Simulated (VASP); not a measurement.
Input for VASP

**KPOINTS**
```
Automatic
0
G
  1 3 3
0 0 0
```

INCAR:
```
! general
SYSTEM   = GeSe
PREC     = Accurate
ENCUT    = 210
LREAL    = .False.
LASPH    = .True.
ISYM     = 3

! electronic loop
EDIFF    = 1E-6
NELM     = 100
ALGO     = Normal
LMAXMIX  = 4

! smearing
ISMEAR   = 0
SIGMA    = 0.01

! functional
GGA      = PE
LHFCALC  = .True.
AEXX     = 0.25
HFSCREEN = 0.2
PRECFOCK = Fast

! ions
ISIF     = 2

! output
LWAVE    = .False.
LCHARG   = .False.
```

### POSCAR
```
GeSe
1
   11.3989820000     0.0000000000     0.0000000000
    0.0000000000     3.8352870000     0.0000000000
    0.0000000000     0.0000000000     4.7235970000
Ge Se
4 4
Direct
  0.1291000000   0.2500000000   0.1190000000
  0.8709000000   0.7500000000   0.8810000000
  0.3709000000   0.7500000000   0.6190000000
  0.6291000000   0.2500000000   0.3810000000
  0.8492800000   0.2500000000   0.5154700000
  0.1507200000   0.7500000000   0.4845300000
  0.6507200000   0.7500000000   0.0154700000
  0.3492800000   0.2500000000   0.9845300000
```

POTCAR, in this order: Ge_d Se (PBE.64 set). Program: vasp_std.

Q: Write an equivalent input for Quantum ESPRESSO's pw.x.

A: One equivalent input (not run):
```
&CONTROL
  calculation = 'scf'
  pseudo_dir = './pseudo'
  outdir = './out'
  tprnfor = .true.
  tstress = .false.
/
&SYSTEM
  ibrav = 0
  nat = 8
  ntyp = 2
  ecutwfc = 86
  occupations = 'smearing'
  smearing = 'gaussian'
  degauss = 0.000735
  input_dft = 'hse'
  nqx1 = 1
  nqx2 = 3
  nqx3 = 3
  screening_parameter = 0.1058
/
&ELECTRONS
  conv_thr = 7.3e-08
  electron_maxstep = 100
/
ATOMIC_SPECIES
  Ge 72.630 Ge.upf
  Se 78.971 Se.upf
CELL_PARAMETERS angstrom
    11.3989820    0.0000000    0.0000000
     0.0000000    3.8352870    0.0000000
     0.0000000    0.0000000    4.7235970
ATOMIC_POSITIONS crystal
  Ge   0.1291000  0.2500000  0.1190000
  Ge   0.8709000  0.7500000  0.8810000
  Ge   0.3709000  0.7500000  0.6190000
  Ge   0.6291000  0.2500000  0.3810000
  Se   0.8492800  0.2500000  0.5154700
  Se   0.1507200  0.7500000  0.4845300
  Se   0.6507200  0.7500000  0.0154700
  Se   0.3492800  0.2500000  0.9845300
K_POINTS automatic
  1 3 3 0 0 0
```
The two are equivalent in intent, not identical: the potentials are each code's own (VASP's PAW set, PseudoDojo norm-conserving files in pw.x), so ENCUT and ecutwfc are chosen apart and not converted; conv_thr bounds pw.x's estimated SCF error, while EDIFF bounds the energy change between steps.

The structure comes from a computed database's GeSe entry; how it stands against other phases isn't given here. The cell was not relaxed at this level. The k-mesh is coarse (spacing up to 0.55 per Å, 2π included), so the numbers may not be converged in it. The run is one of a series of settings (ENCUT = 210 against the base run), some of them coarse on purpose.
